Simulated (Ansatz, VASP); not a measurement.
# GaSi2C2N in two plane-wave programs, part 2 of 2

Aim: how closely do two programs agree when they are given the same cell, functional and k mesh? The cell is generated by rule, not measured, and may not be a known phase. The cell is taken from a series of runs on this material, whose earlier steps may have relaxed, scaled, displaced or heated it; both programs get it as it stands.

VASP 6.6.1 and Ansatz 0.2.0.

So far: The starting structure; VASP: relaxation of cell and atoms, PBE, pair 1; Ansatz: relaxation of cell and atoms, PBE, pair 1; Comparison.

The structure was built from a prototype and need not be the compound's stable phase.

### Step 5. Ansatz: relaxation of cell and atoms, PBE, pair 2

Level of this step: Ansatz beside VASP: Kohn-Sham DFT, plane waves, PBE (Ansatz).

The relaxed volume is the usual yardstick between codes: in a stiff, nearly cubic crystal its relative difference is about their pressure difference at one cell divided by the bulk modulus.

The cell is taken from a series of runs on this material, whose earlier steps may have relaxed, scaled, displaced or heated it; both programs get it as it stands.

input.yaml

```yaml
crystal:
  lattice:
    - [2.2106462736, 2.2106462736, 0.0]
    - [-2.211299445, 2.211299445, 0.0]
    - [2.2109728593, -0.0003265857, 6.6521996763]
  atoms:
    - { symbol: C, position: [0.4200203842, 0.0799796158, 0.1599592315] }
    - { symbol: C, position: [0.7576856584, 0.7423143416, 0.4846286832] }
    - { symbol: Ga, position: [0.6697012792, 0.3302987208, 0.6605974415] }
    - { symbol: "N", position: [0.0708071544, 0.4291928456, 0.8583856912] }
    - { symbol: Si, position: [-0.0029147034, 0.0029147034, 0.0058294068] }
    - { symbol: Si, position: [0.3347002272, 0.6652997728, 0.3305995456] }
kpoints:
  mp_grid: { grid: [8, 8, 8] }
hamiltonian:
  xc: pbe
scf:
  occupations: { method: fixed }
output:
  forces: true
  stress: true
  eigenvalues: true
relax:
  adjacent_minimum: "off"
  f_tol: 0.001
  max_steps: 60
  cell: { stress_tol: 0.01 }
```

Started as:

```bash
$ ansatz run input.yaml --threads 8 --pin off --max-ram 14336MiB --backend cpu --events-out ev --progress --plain --runs-dir out
```

Numbers of over 12 decimals in the logs are rounded to 6 here.

Log:

```text
[...]
Crystal: 6 atoms, lattice volume = 65.037 Å³
Basis set: ecut = 420 eV, 1275 PW (Γ), exchange–correlation on 48×48×96 points (8 copies of the dense FFT grid, shifted against one another)
Bands: 23, of which v1, the nominal top of the filled ones, is band 17 counted from 1 (16 counted from 0)
Symmetry: 4 space group operations
[...]
k-points: 95 of 512 (time reversal used)
[...]
- [2.210715, 2.210715, 0]
    - [-2.211338, 2.211338, 0]
    - [2.211026, -0.000311253, 6.652051]
  atoms:
    - { symbol: C, position: [0.420017, 0.079983, 0.159966] }
    - { symbol: C, position: [0.757689, 0.742311, 0.484623] }
    - { symbol: Ga, position: [0.669702, 0.330298, 0.660597] }
    - { symbol: N, position: [0.070810, 0.429190, 0.858380] }
    - { symbol: Si, position: [-0.00291608, 0.00291608, 0.00583217] }
    - { symbol: Si, position: [0.334699, 0.665301, 0.330602] }
[key lines of the parts left out:]
SCF converged after 6 iterations
Free energy (F): -5941.972228 eV
Fermi energy:    10.313054 eV
P = ⅓ Tr σ = -0.0004 GPa (-0.004 kbar)
```

### Step 6. VASP: relaxation of cell and atoms, PBE, pair 2

The same cell, functional and mesh now go to VASP, with its own data sets.

INCAR

```
SYSTEM = GaSi2C2N
PREC = Accurate
ENCUT = 600
EDIFF = 1E-07
NELM = 120
ISMEAR = 0
SIGMA = 0.01
LREAL = .FALSE.
ALGO = Normal
GGA = PE
NBANDS = 23
LORBIT = 11
LWAVE = .FALSE.
LCHARG = .FALSE.
ISIF = 3
IBRION = 2
NSW = 80
EDIFFG = -0.005
LASPH = .TRUE.
GGA_COMPAT = .FALSE.
NELMIN = 4
EFERMI = MIDGAP
KPAR = 2
```

POSCAR

```
GaSi2C2N
1.0
    2.2106460000      2.2106460000      0.0000000000
   -2.2112990000      2.2112990000      0.0000000000
    2.2109730000     -0.0003270000      6.6522000000
C Ga N Si
2 1 1 2
Direct
    0.4200203692      0.0799797801      0.1599592616
    0.7576856529      0.7423144964      0.4846286943
    0.6697013018      0.3302988475      0.6605973964
    0.0708071765      0.4291929727      0.8583856469
    0.9970853252      0.0029148241      0.0058293497
    0.3347002496      0.6652998997      0.3305995009
```

KPOINTS

```
Automatic mesh
0
Gamma
8 8 8
0 0 0
```

PAW data sets: C, Ga_d, N and Si (PBE family, release 64).

Started as:

```bash
$ mpirun -np 2 vasp_std
```

Log:

```text
[... set-up lines as in an earlier step ...]
 entering main loop
       N       E                     dE             d eps       ncg     rms          rms(c)
DAV:   1     0.268252404093E+03    0.26825E+03   -0.17315E+04  4540   0.216E+03
DAV:   2    -0.119140253897E+02   -0.28017E+03   -0.26137E+03  5005   0.519E+02
DAV:   3    -0.464508746911E+02   -0.34537E+02   -0.34048E+02  5316   0.134E+02
DAV:   4    -0.478141635466E+02   -0.13633E+01   -0.13581E+01  5847   0.287E+01
[...]
DAV:  13    -0.420261416164E+02   -0.32272E-05   -0.17477E-05  6109   0.431E-02    0.823E-03
DAV:  14    -0.420261420893E+02   -0.47295E-06   -0.33538E-06  5561   0.145E-02    0.356E-03
DAV:  15    -0.420261421739E+02   -0.84553E-07   -0.68351E-07  5761   0.777E-03
   1 F= -.42026142E+02 E0= -.42026142E+02  d E =-.420261E+02
[...]
2 F= -.42026164E+02 E0= -.42026164E+02  d E =-.218591E-04
[...]
3 F= -.42026205E+02 E0= -.42026205E+02  d E =-.625726E-04
[...]
4 F= -.42026210E+02 E0= -.42026210E+02  d E =-.559692E-05
 trial-energy change:   -0.000006  1 .order   -0.000005   -0.000009   -0.000002
 step:   1.1533(harm=  1.1533)  dis= 0.00045  next Energy=   -42.026210 (dE=-0.555E-05)
 reached required accuracy - stopping structural energy minimisation
```

From OUTCAR (step 6):

```text
  Total       -0.0021143     -0.0021143      0.0004221     -0.0047372     -0.0000000      0.0000000
  in kB       -0.0521261     -0.0521261      0.0104073     -0.1167878     -0.0000000      0.0000000
  external PRESSURE =      -0.0312816 kB  Pullay stress =       0.0000000 kB

 POSITION                                       TOTAL-FORCE (eV/Angst)
 -----------------------------------------------------------------------------------
      1.10515      1.10515      1.06415         0.000000     -0.000000      0.001333
      1.10502      3.31556      3.22310        -0.000000      0.000000     -0.002437
      2.21029      2.21029      4.39180        -0.000000      0.000000     -0.000917
      1.10515      1.10515      5.70946         0.000000     -0.000000      0.000200
      2.21029      2.21029      0.03905         0.000000     -0.000000      0.002257
     -0.00012      2.21041      2.19872        -0.000000      0.000000     -0.000436
 -----------------------------------------------------------------------------------
    total drift:                                0.000478     -0.000493      0.000103

  FREE ENERGIE OF THE ION-ELECTRON SYSTEM (eV)
  ---------------------------------------------------
  free  energy   TOTEN  =       -42.0262103434 eV

  energy  without entropy=      -42.0262103434  energy(sigma->0) =      -42.02621034

[... 2 parts as in an earlier step ...]

[... 2 further parts left out ...]
[key lines of the parts left out:]
E-fermi :   8.4262
```

### Step 7. Comparison

What differs besides the data sets and the points named for the pairs above, as far as they apply: fixed occupations in Ansatz, narrow Gaussian smearing in VASP. Total energies have different zeros and are not compared.

Compared:

| quantity | Ansatz | VASP | difference |
| --- | --- | --- | --- |
| volume (Å³) | 65.04 | 64.99 | +0.08 % |
| edge a after relaxation, in the typed setting (Å) | 3.126 | 3.126 | +0.02 % |
| edge c after relaxation, in the typed setting (Å) | 7.010 | 7.008 | +0.02 % |

### Step 8. Summary of results

| Item | Value |
| --- | --- |
| difference in volume (relaxation of cell and atoms, PBE, pair 1) | 0.077 % |
| difference in volume (relaxation of cell and atoms, PBE, pair 2) | 0.079 % |

In words: The difference in volume is 0.079 % (relaxation of cell and atoms, PBE, pair 2), within the 1.2 % picked in this series as the mark of a large difference, as far as the stopping tolerances let one tell. 1 further run of this series is not shown here. Such differences can come from data sets, numerical settings and the points named under the comparisons, not from the functional's error against experiment.

[Lines on the potential files, build, host, timing and source positions are cut from VASP's logs without a mark.]

[Logs are printed without paths, hosts, clocks, repeated set-up lines and the standing remarks that a program may print on its own settings, such as how far it seeks lower states.]

[Hosts, paths, dates, database ids (printed as entryN), source tags and the programs' standing remarks are cut or masked in the printed files.]
